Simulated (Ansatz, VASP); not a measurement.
One calculation of Y2Si3O, two programs

```
Y Si O
1.0
     4.11169    0.00000    0.00000
    -2.05584    3.56083    0.00000
     0.00000    0.00000    8.95710
Y Si O
2 3 1
Direct
  0.33333 0.66667 0.25167
  0.33333 0.66667 0.74833
  0.66667 0.33333 0.50000
  0.00000 0.00000 0.00000
  0.00000 0.00000 0.50000
  0.66667 0.33333 0.00000
```

Change from the starting cell: species swapped into the Sr2Al3Ge type (P-6m2, No. 187).

Alike in both runs: task single point; functional PBE; k mesh 6 × 6 × 2; occupations gaussian, width 0.1 eV; no spin polarisation.

|  | VASP | Ansatz |
| --- | --- | --- |
| version | VASP 6.6.1 | Ansatz 0.2.0 |
| potentials or method | VASP PAW PBE potentials, release 64 (Y_sv, Si, O) | scalar-relativistic, plane waves, PAW |
| plane-wave cutoff (eV) | 520 | 420 |
| valence electrons in the cell | 40 | 40 |

|  | VASP | Ansatz | Ansatz less VASP |
| --- | --- | --- | --- |
| gap on the k mesh at the Fermi level (eV) | none | none | - |
| pressure (GPa) | -11.8 | -11.7 | +0.05 |
| largest component of the traceless stress (GPa) | 1.94 | 1.94 | +0.009 |
| rms of the force components (eV/Å) | 0.082 | 0.082 | 0.0000 |

Atom by atom the forces differ by 0.000 eV/Å (rms over components). A gap of «none» marks a metal or a gap that the smearing closes. The functional is the same, so the differences come from potentials, cutoffs and numerics.
